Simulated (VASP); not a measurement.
A convergence study with VASP on MgH$_{2}$ (rutile): a few settings are varied, all else stays as given below, so the limit is that of these other settings. The cell's lengths are 1 % over those of the tabulated start and one atom is moved, so it is off equilibrium.

```
MgH2
1.0
    4.56520     0.00000     0.00000
    0.00000     4.56520     0.00000
    0.00000     0.00000     3.05020
Mg H
2 4
Direct
  0.00000   0.00000   0.00000
  0.50000   0.50000   0.50000
  0.30400   0.30400   0.00000
  0.80400   0.19600   0.50000
  0.19600   0.80400   0.50000
  0.70927   0.69600   0.00000
```

Calculation: PBE GGA, VASP's PBE PAW potentials (set 64) (plane waves; VASP). The last row used: 900 eV cut-off, 4×4×6 Γ-centred mesh, Gaussian smearing of 0.050 eV, potentials Mg H_h.

Gaps are read on the run's mesh, which can miss a band edge. Energies of different potentials or hybrids have different zeros.

```
setting                      E (eV/atom)  pressure (GPa)  largest force (eV/Å)  gap on the mesh (eV)  plane waves
---------------------------  -----------  --------------  --------------------  --------------------  -----------
ENCUT = 300, POTCAR Mg H         -2.9299           -3.22                 0.272                 3.697          768
ENCUT = 400, POTCAR Mg H         -2.9367           -2.32                 0.271                 3.708         1202
ENCUT = 520, POTCAR Mg H         -2.9386           -1.93                 0.270                 3.712         1729
ENCUT = 700, POTCAR Mg H         -2.9390           -1.81                 0.270                 3.712         2704
ENCUT = 900, POTCAR Mg H         -2.9390           -1.82                 0.270                 3.712         3928
ENCUT = 300, POTCAR Mg_pv H      -2.7815          -54.48                 0.259                 3.677          768
ENCUT = 400, POTCAR Mg_pv H      -2.9291           -5.69                 0.269                 3.711         1202
ENCUT = 520, POTCAR Mg_pv H      -2.9355           -1.80                 0.269                 3.719         1729
ENCUT = 700, POTCAR Mg_pv H      -2.9361           -1.82                 0.269                 3.719         2704
ENCUT = 900, POTCAR Mg_pv H      -2.9363           -1.60                 0.269                 3.720         3928
ENCUT = 300, POTCAR Mg_sv H      -3.0458         -162.56                 0.306                 4.012          768
ENCUT = 400, POTCAR Mg_sv H      -2.9375          -31.41                 0.283                 3.828         1202
ENCUT = 700, POTCAR Mg_sv H      -2.9422           -2.06                 0.269                 3.732         2704
ENCUT = 900, POTCAR Mg_sv H      -2.9391           -1.70                 0.268                 3.725         3928
ENCUT = 300, POTCAR Mg H_s       -2.9369           -2.31                 0.271                 3.710          768
ENCUT = 400, POTCAR Mg H_s       -2.9386               …                 0.271                 3.712         1202
ENCUT = 520, POTCAR Mg H_s       -2.9388           -1.81                 0.271                 3.712         1729
ENCUT = 700, POTCAR Mg H_s       -2.9389           -1.82                 0.271                 3.711         2704
ENCUT = 900, POTCAR Mg H_s       -2.9389           -1.81                 0.270                 3.712         3928
ENCUT = 300, POTCAR Mg H_h       -2.9084           -4.37                 0.271                 3.642          768
ENCUT = 400, POTCAR Mg H_h       -2.9217           -3.46                 0.271                 3.671         1202
ENCUT = 520, POTCAR Mg H_h       -2.9311           -2.74                 0.268                 3.696         1729
ENCUT = 700, POTCAR Mg H_h       -2.9367           -2.16                 0.270                 3.708         2704
ENCUT = 900, POTCAR Mg H_h             …               …                 0.271                 3.711         3928
```

### Question
Some entries are withheld; supply them.

### Answer

- ENCUT = 400, POTCAR Mg H_s, pressure (GPa): -1.87
- ENCUT = 900, POTCAR Mg H_h, E (eV/atom): -2.9385
- ENCUT = 900, POTCAR Mg H_h, pressure (GPa): -1.92

Left out are rungs that failed or repeat a setting and relaxations that didn't move; long series are thinned to 24 rows.

The compound is MgH2 in the rutile structure. The cell was not relaxed at this level, it is distorted from the ideal structure.
